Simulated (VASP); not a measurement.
An input for Ansatz (written as the equivalent of a VASP run, and not itself run):

Ansatz 0.2 input:
```yaml
crystal:
  lattice:
    - [3.0735100, 0.0000000, 0.0000000]
    - [-1.5367550, 2.6617380, 0.0000000]
    - [0.0000000, 0.0000000, 5.0452500]
  atoms:
    - { symbol: Si, position: [0.3333330, 0.6666670, 0.4996000] }
    - { symbol: Si, position: [0.6666670, 0.3333330, 0.9996000] }
    - { symbol: C, position: [0.3333330, 0.6666670, 0.8754000] }
    - { symbol: C, position: [0.6666670, 0.3333330, 0.3754000] }
kpoints:
  mp_grid: { grid: [5, 5, 3] }
hamiltonian:
  xc: pbe
  pseudopotentials: { kind: paw }
scf:
  occupations: { method: gaussian, width: 0.01 }
  max_iter: 100
output: { forces: true, stress: true, eigenvalues: true }
```

**Question.** Write the VASP files for the same calculation (PBE).

**Answer.** This is not unique; one that fits is 
**POSCAR**
```
SiC
1
    3.0735100000     0.0000000000     0.0000000000
   -1.5367550000     2.6617380000     0.0000000000
    0.0000000000     0.0000000000     5.0452500000
Si C
2 2
Direct
  0.3333330000   0.6666670000   0.4996000000
  0.6666670000   0.3333330000   0.9996000000
  0.3333330000   0.6666670000   0.8754000000
  0.6666670000   0.3333330000   0.3754000000
```

KPOINTS:
```
kpoints
0
gamma
  5 5 3
```

INCAR:
```
# general
SYSTEM = SiC
PREC   = Normal
ENCUT  = 500
LREAL  = F   # projection in real space or not
LASPH  = T   # aspherical one-centre terms

# electronic loop
EDIFF  = 1E-8   # SCF stop (eV)
NELM   = 100   # most electronic steps
ALGO   = Normal

# smearing
ISMEAR = 0
SIGMA  = 0.01

# functional
GGA    = PE   # PBE

# output
LWAVE  = T
LCHARG = F
```

POTCAR, in this order: Si_GW C_GW_new (PBE.64 set). Program: vasp_std.

What does not carry over: each code has its own PAW files, so the cut-off isn't converted (ENCUT is set for VASP's; basis.ecutwfc is left out, and Ansatz then takes the one that its files recommend); Ansatz stops its SCF on the density residual and VASP on the energy change (EDIFF).

The structure comes from a computed database's SiC entry (P6_3mc); how it stands against other phases isn't given here. The cell was not relaxed at this level. The k-mesh is coarse (spacing up to 0.47 per Å, 2π included), so the numbers may not be converged in it.
